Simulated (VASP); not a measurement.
Input for VASP

**POSCAR**
```
Hf
1
    1.5950000000    -2.7626210000     0.0000000000
    1.5950000000     2.7626210000     0.0000000000
    0.0000000000     0.0000000000     5.0500000000
Hf
2
Direct
  0.3333330000   0.6666670000   0.2500000000
  0.6666670000   0.3333330000   0.7500000000
```

**KPOINTS**
```
Automatic mesh
0
Gamma
12 12 7
0 0 0
```

INCAR:
```
SYSTEM = Hf
PREC = Accurate
ENCUT = 520
EDIFF = 1E-6
NELM = 100
ALGO = Normal
LREAL = .FALSE.
LASPH = .TRUE.
ISMEAR = 1
SIGMA = 0.1
METAGGA = R2SCAN
LMIXTAU = .TRUE.
LMAXMIX = 6
LWAVE = .FALSE.
LCHARG = .FALSE.
IBRION = 2
ISIF = 3
NSW = 60
EDIFFG = -0.01
```

POTCAR, in this order: Hf_pv (PBE.64 set). Program: vasp_std.

Write an equivalent input for Ansatz.

One equivalent input (not run):
Ansatz 0.2 input:
```yaml
crystal:
  lattice:
    - [1.5950000, -2.7626210, 0.0000000]
    - [1.5950000, 2.7626210, 0.0000000]
    - [0.0000000, 0.0000000, 5.0500000]
  atoms:
    - { symbol: Hf, position: [0.3333330, 0.6666670, 0.2500000] }
    - { symbol: Hf, position: [0.6666670, 0.3333330, 0.7500000] }
kpoints:
  mp_grid: { grid: [12, 12, 7] }
hamiltonian:
  xc: r2scan
  pseudopotentials: { kind: paw }
scf:
  occupations: { method: methfessel_paxton, width: 0.1 }
  max_iter: 100
relax:
  max_steps: 60
  f_tol: 0.01
  cell: {}
output: { forces: true, stress: true, eigenvalues: true }
```
The two are equivalent in intent, not identical: each code has its own PAW files, so the cut-off isn't converted (ENCUT is set for VASP's; basis.ecutwfc is left out, and Ansatz then takes the one that its files recommend); Ansatz stops its SCF on the density residual and VASP on the energy change (EDIFF).

The compound is Hf in the hcp structure. This run relaxes it. Symmetry was kept, so distortions that lower it aren't found.
